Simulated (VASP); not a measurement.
A run of VASP 6.6.1 is set up as follows.

The input INCAR:

```
SYSTEM = Cd2S
ALGO     = Normal         ! electronic algorithm
EDIFF    = 1E-7           ! SCF threshold, eV
ENCUT    = 520            ! plane-wave cutoff, eV
GGA      = PS             ! functional
ISIF     = 2              ! what is computed and relaxed
ISMEAR   = -1             ! smearing method
LASPH    = .True.         ! aspherical terms in the spheres
LCHARG   = .False.        ! write CHGCAR
LREAL    = .False.        ! projectors in reciprocal space
LWAVE    = .False.        ! write WAVECAR
NBANDS   = 22             ! bands
NELM     = 100            ! most SCF steps
PREC     = Accurate       ! precision mode
SIGMA    = 0.05           ! smearing width, eV
```

The input KPOINTS:

```
k-points
0
Gamma
  8 8 5
  0 0 0
```

File POSCAR:

```
Cd2S
1.0
    3.9626700490      0.0000000000      0.0000000000
   -1.9813350245      3.4317729293      0.0000000000
    0.0000000000      0.0000000000      5.8091920000
Cd S
2 1
Direct
    0.3333333333      0.6666666667      0.9327170000
    0.6666666667      0.3333333333      0.5787350000
    0.3333333333      0.6666666667      0.3657050000
```

Potentials or basis: VASP PAW PBE potentials, release 64 (Cd, S).

The run is started by

```sh
$ cat potpaw_PBE.64/Cd/POTCAR potpaw_PBE.64/S/POTCAR > POTCAR
$ mpirun -np 1 vasp_std > vasp.out
```

**Question.** Predict the pressure.

**Answer.** -2.7 GPa.

**Question.** Estimate the band gap on the k mesh.

**Answer.** 0.22 eV, indirect (least direct gap 0.56 eV).

**Question.** Estimate the largest force.

**Answer.** 0.119 eV/Å.

Forces in eV/Å, atoms in the order of the input:
```
Cd   0.000  0.000  0.007
Cd   0.000  0.000 -0.119
S    0.000  0.000  0.112
```

Caveat: the PAW data sets were made with another functional, which shifts forces and pressure a little; an odd mesh through Γ misses points on the zone boundary, where band edges often lie.
